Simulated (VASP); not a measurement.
VASP runs on MgI₂ share one base input (PBE GGA, plane waves, VASP's PBE PAW potentials (set 64)) and change the settings named in each case.

**KPOINTS**
```
K-points
0
Gamma
9 9 1
0 0 0
```

File POSCAR:
```
MgI2
1
    4.2008210000     0.0000000000     0.0000000000
   -2.1004110000     3.6380180000     0.0000000000
    0.0000000000     0.0000000000    17.3351160000
Mg I
1 2
Direct
  0.0000000000   0.0000000000   0.5000000000
  0.3333330000   0.6666670000   0.5961950000
  0.6666670000   0.3333330000   0.4038050000
```

### INCAR
```
! general
SYSTEM =MgI2
PREC   =Accurate
ENCUT  =300
LREAL  =.False.
LASPH  =.True.

! electronic loop
EDIFF  =1E-6
NELM   =100
ALGO   =Normal
LMAXMIX=4

! smearing
ISMEAR =0
SIGMA  =0.136

! functional
GGA    =PE

! ions
ISIF   =2

! output
LWAVE  =.False.
LCHARG =.False.
```

POTCAR, in this order: Mg I (PBE.64 set). Program: vasp_std.

```json
[
 {"change": "base run", "E(σ→0) (eV/atom)": "-2.5776", "largest force (eV/Å)": "0.028"},
 {"change": "GGA = PS", "E(σ→0) (eV/atom)": "-2.7955", "largest force (eV/Å)": "___"},
 {"change": "GGA_COMPAT = .FALSE., LNONCOLLINEAR = .TRUE., LSORBIT = .TRUE., MAGMOM = 0.0 0.0 0.0 0.0 0.0 0.0 0.0 0.0 0.0, program vasp_ncl", "E(σ→0) (eV/atom)": "-2.6617", "largest force (eV/Å)": "___"},
 {"change": "KPOINTS 5×5×1 Γ-centred mesh", "E(σ→0) (eV/atom)": "-2.5762", "largest force (eV/Å)": "0.026"}
]
```

### Question
What belongs in the gaps?

### Answer

- GGA_COMPAT = .FALSE., LNONCOLLINEAR = .TRUE., LSORBIT = .TRUE., MAGMOM = 0.0 0.0 0.0 0.0 0.0 0.0 0.0 0.0 0.0, program vasp_ncl, largest force (eV/Å): 0.041
- GGA = PS, largest force (eV/Å): 0.122

Energies of different potentials or functionals have different zeros. The cell holds a wide vacuum, so values per volume refer to the whole cell. Unless said otherwise, spin-orbit coupling is left out, though it shifts the bands of the heavy elements here.

Left out are runs that ran out of time, are held back, or changed the cell or the kind of run, fixed moments of cells without a moment, rows past the twelfth, gaps on odd meshes, pressures of charged cells and columns that move by less than the noise.

The cell is a sheet or thin cut with vacuum, built from a generated structure.
